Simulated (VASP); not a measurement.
Write the native input for VASP 6.6.1 that does the following.

| Item | Value |
| --- | --- |
| Task | relaxation of cell and atoms |
| Functional | PBEsol |
| Potentials or basis | VASP PAW PBE potentials, release 64 (Pr_3, Na_pv), 4f in core |
| Cutoff | 600 eV |
| k mesh | 4 × 4 × 4 |
| Occupations | gaussian, width 0.05 eV |
| Spin | spin-orbit coupling, no magnetisation |
| Further INCAR settings | ALGO = Normal; EDIFF = 1e-07; IBRION = 2; EDIFFG = -0.01; NSW = 40; ISIF = 3 |

The structure of NaPr3 lies in POSCAR:

```
NaPr3
1.0
    5.2056350000      0.0000000000      0.0000000000
    0.0000000000      5.2056350000      0.0000000000
    0.0000000000      0.0000000000      5.2056350000
Pr Na
3 1
Direct
    0.5000000000      0.5000000000      0.0000000000
    0.0000000000      0.5000000000      0.5000000000
    0.5000000000      0.0000000000      0.5000000000
    0.0000000000      0.0000000000      0.0000000000
```

The cell comes from a database or a generator and needn't be the stable form of this composition.

One way to write it, as run:

INCAR

```
SYSTEM = NaPr3
ALGO = Normal ; EDIFF = 1E-7
EDIFFG = -0.01 ; ENCUT = 600
GGA = PS ; GGA_COMPAT = .False.
IBRION = 2 ; ISIF = 3
ISMEAR = 0 ; LASPH = .True.
LCHARG = .False. ; LMAXMIX = 6
LORBIT = 11 ; LREAL = .False.
LSORBIT = .True. ; LWAVE = .False.
MAGMOM = 0 0 0 0 0 0 0 0 0 0 0 0 ; NELM = 150
NSW = 40 ; PREC = Accurate
SIGMA = 0.05
```

KPOINTS

```
k-points
0
Gamma
  4 4 4
  0 0 0
```

Potentials or basis: VASP PAW PBE potentials, release 64 (Pr_3, Na_pv), 4f in core.

The run is started by

```console
$ cat potpaw_PBE.64/Pr_3/POTCAR potpaw_PBE.64/Na_pv/POTCAR > POTCAR
$ mpirun -np 1 vasp_ncl > vasp.out
```

It gave:

```json
{"Relaxed volume": "32.99 Å³/atom", "Relaxed cell": "a = 5.091 Å, b = 5.091 Å, c = 5.091 Å, α = 90.00°, β = 90.00°, γ = 90.00°", "Space group after relaxing (to 0.05 Å)": "Pm-3m (No. 221)", "Energy gained by relaxing": "10.7 meV/atom", "Ionic steps": "3", "Pressure after relaxing": "0.0 GPa", "Valence electrons inside the program's atomic spheres": "Pr 8.80; Na 6.13"}
```

Caveat: the PAW data sets were made with another functional, which shifts forces and pressure a little.

Wall time 5.3 min on 1 thread of Intel(R) Xeon(R) 6975P-C (Granite Rapids) (shared host), peak memory 0.62 GiB.
